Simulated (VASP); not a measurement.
Output of a VASP run:

### OUTCAR
```
 ion  position               nearest neighbor table
   1  0.750  0.250  0.500-   3 1.89   3 1.89   3 1.89   3 1.89
   2  0.250  0.750  0.500-   3 1.89   3 1.89   3 1.89   3 1.89
   3  0.000  0.000  0.000-   1 1.89   2 1.89   1 1.89   2 1.89   1 1.89   2 1.89   1 1.89   2 1.89
  LATTYP: Found a body centered tetragonal cell.
 ALAT       =     3.1668498624
 C/A-ratio  =     1.3051613384
 Subroutine PRICEL returns:
 Original cell was already a primitive cell.
 Subroutine GETGRP returns: Found 16 space group operations
The static configuration has the point symmetry D_4h.
The dynamic configuration has the point symmetry D_4h.
 Subroutine INISYM returns: Found 16 space group operations
 Subroutine IBZKPT returns following result:
 Found    288 irreducible k-points:

 Following reciprocal coordinates:
            Coordinates               Weight
  0.000000  0.000000  0.000000      1.000000
  0.066667  0.000000 -0.000000      8.000000
  0.133333 -0.000000  0.000000      8.000000
  0.200000  0.000000  0.000000      8.000000
  0.266667 -0.000000  0.000000      8.000000
  0.333333 -0.000000  0.000000      8.000000
  0.400000  0.000000 -0.000000      8.000000
  0.466667  0.000000 -0.000000      8.000000
  0.066667  0.066667 -0.000000      8.000000
  0.133333  0.066667 -0.000000     16.000000
  0.200000  0.066667  0.000000     16.000000
  0.266667  0.066667  0.000000     16.000000
  0.333333  0.066667  0.000000     16.000000
  0.400000  0.066667 -0.000000     16.000000
  0.466667  0.066667 -0.000000     16.000000
 -0.466667  0.066667  0.000000     16.000000
 -0.400000  0.066667  0.000000     16.000000
 -0.333333  0.066667  0.000000     16.000000
 -0.266667  0.066667  0.000000     16.000000
 -0.200000  0.066667 -0.000000     16.000000
 -0.133333  0.066667 -0.000000     16.000000
 -0.066667  0.066667  0.000000      4.000000
  0.133333  0.133333  0.000000      8.000000
  0.200000  0.133333  0.000000     16.000000
  0.266667  0.133333 -0.000000     16.000000
  0.333333  0.133333 -0.000000     16.000000
  0.400000  0.133333  0.000000     16.000000
  0.466667  0.133333 -0.000000     16.000000
 -0.466667  0.133333  0.000000     16.000000
 -0.400000  0.133333  0.000000     16.000000
 -0.333333  0.133333  0.000000     16.000000
 -0.266667  0.133333  0.000000     16.000000
 -0.200000  0.133333  0.000000     16.000000
 -0.133333  0.133333  0.000000      4.000000
  0.200000  0.200000  0.000000      8.000000
  0.266667  0.200000 -0.000000     16.000000
  0.333333  0.200000 -0.000000     16.000000
  0.400000  0.200000  0.000000     16.000000
  0.466667  0.200000  0.000000     16.000000
 -0.466667  0.200000  0.000000     16.000000
   k-points           NKPTS =    288   k-points in BZ     NKDIM =    288   number of bands    NBANDS=     11
   number of dos      NEDOS =    601   number of ions     NIONS =      3
   total plane-waves  NPLWV =   8000
   dimension x,y,z NGX =    20 NGY =   20 NGZ =   20
   dimension x,y,z NGXF=    40 NGYF=   40 NGZF=   40
   ions per type =               2   1
   PREC   = accura    normal or accurate (medium, high low for compatibility)
   ISTART =      0    job   : 0-new  1-cont  2-samecut
   ICHARG =      2    charge: 1-file 2-atom 10-const
   ISPIN  =      1    spin polarized calculation?
   LNONCOLLINEAR =      F non collinear calculations
   LSORBIT =      F    spin-orbit coupling
   INIWAV =      1    electr: 0-lowe 1-rand  2-diag
   ENCUT  =  400.0 eV  29.40 Ry    5.42 a.u.   4.97  4.97  4.97*2*pi/ulx,y,z
   NELM   =    100;   NELMIN=  2; NELMDL= -5     # of ELM steps
   EDIFF  = 0.1E-06   stopping-criterion for ELM
   LREAL  =      F    real-space projection
   NLSPLINE    = F    spline interpolate recip. space projectors
   LMAXMIX     =    4 max onsite mixed and CHGCAR
   VOSKOWN=      0    Vosko Wilk Nusair interpolation
   EDIFFG = 0.1E-05   stopping-criterion for IOM
   NSW    =      0    number of steps for IOM
...
```

File OSZICAR:
```
       N       E                     dE             d eps       ncg     rms          rms(c)
DAV:   1     0.788922319377E+02    0.78892E+02   -0.66251E+03  6345   0.126E+03
DAV:   2    -0.147169435659E+02   -0.93609E+02   -0.91470E+02  6495   0.317E+02
DAV:   3    -0.189842678612E+02   -0.42673E+01   -0.42138E+01  8923   0.731E+01
DAV:   4    -0.191065843386E+02   -0.12232E+00   -0.12197E+00  7783   0.105E+01
DAV:   5    -0.191104334781E+02   -0.38491E-02   -0.38443E-02  8953   0.155E+00    0.148E+01
DAV:   6    -0.167153977131E+02    0.23950E+01   -0.73447E+00  7330   0.392E+01    0.341E+00
DAV:   7    -0.166347095738E+02    0.80688E-01   -0.44406E-01  7278   0.612E+00    0.154E+00
DAV:   8    -0.166261378917E+02    0.85717E-02   -0.79947E-02  8782   0.372E+00    0.579E-01
DAV:   9    -0.166274291811E+02   -0.12913E-02   -0.50416E-03  7905   0.759E-01    0.123E-01
DAV:  10    -0.166270880542E+02    0.34113E-03   -0.74651E-04  7224   0.272E-01    0.326E-02
DAV:  11    -0.166270888776E+02   -0.82338E-06   -0.21747E-05  7063   0.541E-02    0.750E-03
DAV:  12    -0.166270850121E+02    0.38656E-05   -0.29412E-06  7685   0.311E-02    0.187E-03
DAV:  13    -0.166270849349E+02    0.77118E-07   -0.13430E-07  6261   0.387E-03
   1 F= -.16627085E+02 E0= -.16627085E+02  d E =0.000000E+00
```

### OUTCAR
```
------------------------ aborting loop because EDIFF is reached ----------------------------------------
  FORCE on cell =-STRESS in cart. coord.  units (eV):
  Direction    XX          YY          ZZ          XY          YZ          ZX
  --------------------------------------------------------------------------------------
  Total        0.0311319      0.0311319     -0.0533744      0.0000000      0.0000000     -0.0000000
  in kB        2.4065724      2.4065724     -4.1259785      0.0000000      0.0000000     -0.0000000
  external PRESSURE =       0.2290554 kB  Pullay stress =       0.0000000 kB
  volume of cell :       20.73
      direct lattice vectors                 reciprocal lattice vectors
    -1.583424931  1.583424931  2.066625002     0.000000000  0.315771206  0.241940361
     1.583424931 -1.583424931  2.066625002     0.315771206  0.000000000  0.241940361
     1.583424931  1.583424931 -2.066625002     0.315771206  0.315771206  0.000000000
 POSITION                                       TOTAL-FORCE (eV/Angst)
 -----------------------------------------------------------------------------------
     -0.00000      1.58342      1.03331        -0.000000     -0.000000     -0.000000
      1.58342     -0.00000      1.03331        -0.000000      0.000000      0.000000
      0.00000      0.00000      0.00000         0.000000      0.000000      0.000000
 -----------------------------------------------------------------------------------
    total drift:                               -0.000000     -0.000000      0.000000
  FREE ENERGIE OF THE ION-ELECTRON SYSTEM (eV)
  ---------------------------------------------------
  free  energy   TOTEN  =       -16.6270849349 eV

  energy  without entropy=      -16.6270849349  energy(sigma->0) =      -16.62708493

 total charge

# of ion       s       p       d       tot
------------------------------------------
    1        0.580   0.019   0.000   0.598
    2        0.580   0.019   0.000   0.598
    3        2.167   6.180   2.017  10.364
--------------------------------------------------
tot          3.326   6.217   2.017  11.561
```
(Selected blocks of OUTCAR.)

### POSCAR
```
TiH2
1
   -1.5834249312     1.5834249312     2.0666250025
    1.5834249312    -1.5834249312     2.0666250025
    1.5834249312     1.5834249312    -2.0666250025
H Ti
2 1
Direct
  0.7500000000   0.2500000000   0.5000000000
  0.2500000000   0.7500000000   0.5000000000
  0.0000000000   0.0000000000   0.0000000000
```

Question: Reconstruct the remaining input files.

Answer: One answer among several that fit: the input of the run itself, PBEsol GGA, plane waves, VASP's PBE PAW potentials (set 64).

File KPOINTS:
```
Automatic mesh
0
Gamma
15 15 15
0 0 0
```

INCAR:
```
ALGO = Normal
EDIFF = 1E-7
ENCUT = 400
GGA = PS
ISIF = 2
ISMEAR = -5
LASPH = .TRUE.
LCHARG = .TRUE.
LEFG = .TRUE.
LMAXMIX = 4
LORBIT = 11
LREAL = .FALSE.
LWAVE = .FALSE.
NEDOS = 601
NELM = 100
PREC = Accurate
SYSTEM = TiH2
```

POTCAR, in this order: H Ti_sv (PBE.64 set). Program: vasp_std.

For a metal the tetrahedron method with Blöchl corrections gives inexact stress and forces.

The structure comes from a measured TiH2 entry (I4/mmm) of the Crystallography Open Database, whose conditions weren't checked. It was relaxed first.
